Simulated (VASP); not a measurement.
Given:

```
CELL_PARAMETERS angstrom
      0.00000     3.28201     3.28201
      3.28201     0.00000     3.28201
      3.28201     3.28201     0.00000
ATOMIC_POSITIONS crystal
  Na 0.25000 0.25000 0.25000
  Na 0.75000 0.75000 0.75000
  S  0.00000 0.00000 0.00000
```

Level of theory: modified Becke-Johnson potential (mBJ), VASP's PBE PAW potentials (set 64) (plane waves; VASP). Settings: 520 eV cut-off, 4×4×4 Γ-centred mesh, Gaussian smearing of 0.050 eV, potentials Na_pv S.

mBJ is a potential without an energy functional, so only the levels count.

### Question
Give the energies of bands 8 to 13 at the high-symmetry points, in eV from the valence-band maximum.

### Answer

```tsv
band	Γ	X	U	L	W
8	0.00	-1.02	-0.84	-1.11	-0.69
9	0.00	-0.32	-0.61	-0.10	-0.69
10	0.00	-0.32	-0.24	-0.10	-0.37
11	4.78	5.89	6.51	6.88	6.70
12	9.32	7.83	8.21	8.45	8.94
13	9.32	10.46	9.66	8.74	8.95
```

The gap is direct, 4.78 eV, from the valence maximum at Γ to the conduction minimum at Γ.

The compound is Na2S in the antifluorite structure. It was relaxed first. The cell's shape comes from a PBE relaxation.
